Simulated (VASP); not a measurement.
Input:

```
CrTiS2
1.0
    3.27370     0.00000     0.00000
   -1.63685     2.83511     0.00000
    0.00000     0.00000     5.95003
Ti Cr S
1 1 2
Cartesian
  0.00000   0.00000   0.00000
  0.00000   0.00000   2.97502
  0.00000   1.89007   1.56093
  1.63685   0.94503   4.38910
```

Calculation: PBEsol GGA, VASP's PBE PAW potentials (set 64) (plane waves; VASP). Settings: 400 eV cut-off, 12×12×6 Γ-centred mesh, tetrahedra with Blöchl corrections, potentials Ti_sv Cr_pv S.

The cores are frozen, which limits the accuracy of field gradients. The run has a spin-polarised start.

Give the principal components of the electric field gradient (V/Å²) and the asymmetry η at each nucleus.

```json
[
 {"atom": "Ti1", "Vxx": "7.4", "Vyy": "7.4", "Vzz": "-14.9", "η": "0.00"},
 {"atom": "Cr2", "Vxx": "8.1", "Vyy": "8.1", "Vzz": "-16.2", "η": "0.00"},
 {"atom": "S3", "Vxx": "-4.6", "Vyy": "-4.6", "Vzz": "9.2", "η": "0.00"},
 {"atom": "S4", "Vxx": "-4.6", "Vyy": "-4.6", "Vzz": "9.2", "η": "0.00"}
]
```

The structure comes from a computed database's TiCrS2 entry (P-3m1); how it stands against other phases isn't given here. It was relaxed first, which changed the volume by -9 %.
